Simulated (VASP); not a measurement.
Here is the system:

PbF$_{2}$ is modelled in the cubic space group Fm-3m (No. 225), the fluorite structure, Pearson symbol cF12. Conventional cell: a = b = c = 5.9941 Å, α = β = γ = 90.00°. Pb on 4a has 8 F at 2.596 Å (cubic). F on 8c has 4 Pb at 2.596 Å (tetrahedral). (Neighbours: up to the widest gap in distance over summed covalent radii, below 1.35, at either atom; cation-cation and far metal-metal contacts left out.)
(The calculation used a cell of 3 atoms; values per cell refer to that cell.)

The numbers are results of PBE GGA, VASP's PBE PAW potentials (set 64) (plane waves; VASP), not measurements. Numerical set-up: 600 eV cut-off, 6×6×6 Γ-centred mesh, Gaussian smearing of 0.050 eV, potentials Pb_d F.

Each relaxation starts from this cell; other phases were not tried.

Problem. The cell is relaxed at 1 GPa. What happens?

Solution. The volume per atom goes from 17.95 to 17.68 Å³ (-1.5 %), and the cell becomes a = 5.9646 Å, b = 5.9646 Å, c = 5.9646 Å, α = 90.00°, β = 90.00°, γ = 90.00°, space group Fm-3m. The gap on the mesh goes from 4.43 to 4.44 eV.

Problem. The cell is relaxed at 2 GPa. What happens?

Solution. The volume per atom goes from 17.95 to 17.45 Å³ (-2.8 %), and the cell becomes a = b = c = 5.9378 Å, α = β = γ = 90.00°, space group Fm-3m. The gap on the mesh goes from 4.43 to 4.44 eV.

Failed runs are left out, and for metals the shear rows, which the mesh's noise covers.

The compound is PbF2 in the fluorite structure, the β form.
